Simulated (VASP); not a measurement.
Computed with vdW-DF2, VASP's PBE PAW potentials (set 64) (plane waves; VASP).

VASP input:

**POSCAR**
```
Li
1
   -1.6939970076     1.6939970076     1.6939970076
    1.6939970076    -1.6939970076     1.6939970076
    1.6939970076     1.6939970076    -1.6939970076
Li
1
Direct
  0.0000000000   0.0000000000   0.0000000000
```

**INCAR**
```
! general
SYSTEM  =Li
PREC    =Accurate
ENCUT   =520   ! plane-wave cut-off (eV)
LREAL   =.FALSE.
LASPH   =.TRUE.   ! aspherical one-centre terms

! electronic loop
EDIFF   =1E-7   ! SCF stop (eV)
NELM    =100   ! most electronic steps
ALGO    =Normal

! smearing
ISMEAR  =-5   ! tetrahedra, Bloechl

! functional
GGA     =ML
LUSE_VDW=.TRUE.
AGGAC   =0.0
ZAB_VDW =-1.8867

! ions
ISIF    =2

! output
LWAVE   =.FALSE.
LCHARG  =.TRUE.
LORBIT  =11   ! lm-projected
NEDOS   =601   ! DOS grid
```

### KPOINTS
```
Automatic
0
gamma
 17 17 17
0 0 0
```

POTCAR, in this order: Li_sv (PBE.64 set). Program: vasp_std.

Q: Estimate the energy per atom (σ→0), band gap (on the k-mesh).

A: 
| Item | Result |
|---|---|
| energy per atom (σ→0) | -1.036 eV/atom |
| band gap (on the k-mesh) | none (metal, semimetal or under 0.01 eV) |

File OSZICAR:
```
...
DAV:   6    -0.103471040015E+01   -0.28438E-03   -0.36692E-04  2220   0.210E-01    0.120E-01
DAV:   7    -0.103574498134E+01   -0.10346E-02   -0.87069E-04  2060   0.338E-01    0.819E-03
DAV:   8    -0.103576635865E+01   -0.21377E-04   -0.44222E-05  1830   0.592E-02    0.423E-03
DAV:   9    -0.103576772755E+01   -0.13689E-05   -0.40220E-06  2360   0.163E-02    0.110E-03
DAV:  10    -0.103576755971E+01    0.16784E-06   -0.12140E-07  1935   0.416E-03    0.440E-04
DAV:  11    -0.103576745172E+01    0.10800E-06   -0.71340E-08  1800   0.298E-03    0.528E-05
DAV:  12    -0.103576742673E+01    0.24990E-07   -0.13493E-09   880   0.530E-04
   1 F= -.10357674E+01 E0= -.10357674E+01  d E =0.000000E+00
```

The compound is Li in the bcc structure. It was relaxed first, which changed the volume by -9 %.
